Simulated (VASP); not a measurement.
Given:

```
ReRh2
1.0
    0.00000     3.58740     3.58740
    3.58740     0.00000     3.58740
    3.58740     3.58740     0.00000
Rh Re
4 2
Cartesian
  0.89685   0.89685   0.89685
  0.89685   2.69055   2.69055
  2.69055   0.89685   2.69055
  2.69055   2.69055   0.89685
  5.38110   5.38110   5.38110
  3.58740   3.58740   3.58740
```

Computed with PBE GGA, VASP's PBE PAW potentials (set 64) (plane waves; VASP). Run with 300 eV cut-off, 6×6×6 Γ-centred mesh, Gaussian smearing of 0.10 eV, potentials Rh_pv Re.

At this cut-off the stress carries a Pulay error, which pulls relaxed volumes low. Unless said otherwise, spin-orbit coupling is left out, though it shifts the bands of the heavy elements here.

Question: What does the run give for the energy per atom (σ→0), pressure, band gap (on the k-mesh) with the smallest direct gap where there is one?

Answer: 
| Item | Result |
|---|---|
| band gap (on the k-mesh) | none (metal, semimetal or under 0.01 eV) |
| energy per atom (σ→0) | -8.513 eV/atom |
| pressure | -12.56 GPa |

The absolute energy has meaning only against runs of the same code, potentials and settings.

The structure was generated: ReRh2 was put into an ordered model structure, which need not be its known phase. The cell was not relaxed at this level.
